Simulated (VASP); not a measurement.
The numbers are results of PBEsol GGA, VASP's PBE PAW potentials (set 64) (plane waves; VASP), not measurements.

VASP input:

File POSCAR:
```
HgTe
1
    3.4777547364    -0.0000000000    -0.0000000000
    0.0000000000     3.4777547364    -0.0000000000
    0.0000000000     0.0000000000     3.4777547364
Hg Te
1 1
Direct
  0.0000000000   0.0000000000   0.0000000000
  0.5000000000   0.5000000000   0.5000000000
```

KPOINTS:
```
Automatic mesh
0
G
11 11 11
0 0 0
```

### INCAR
```
SYSTEM=HgTe
PREC=Accurate; ENCUT=500; LREAL=.False.
LASPH=.True.
EDIFF=1E-6; NELM=100; ALGO=Normal
LMAXMIX=6
ISMEAR=1; SIGMA=0.1
GGA=PS
IBRION=2; NSW=40; ISIF=3
EDIFFG=-0.02; PSTRESS=200
LWAVE=.False.; LCHARG=.False.
```

POTCAR, in this order: Hg Te (PBE.64 set). Program: vasp_std.

Task: What will the output report for the number of irreducible k-points (NKPTS), largest plane-wave count, number of space-group operations, FFT grid (NGX, NGY, NGZ)?

Result: 
The number of irreducible k-points (NKPTS) is 56, the largest plane-wave count is 1082 and the number of space-group operations comes out as 48. The FFT grid (NGX, NGY, NGZ) is 28 × 28 × 28.

The structure was generated: HgTe was put into the CsCl type type (Pm-3m), which need not be its known phase. It was relaxed first under an external pressure of 20 GPa.
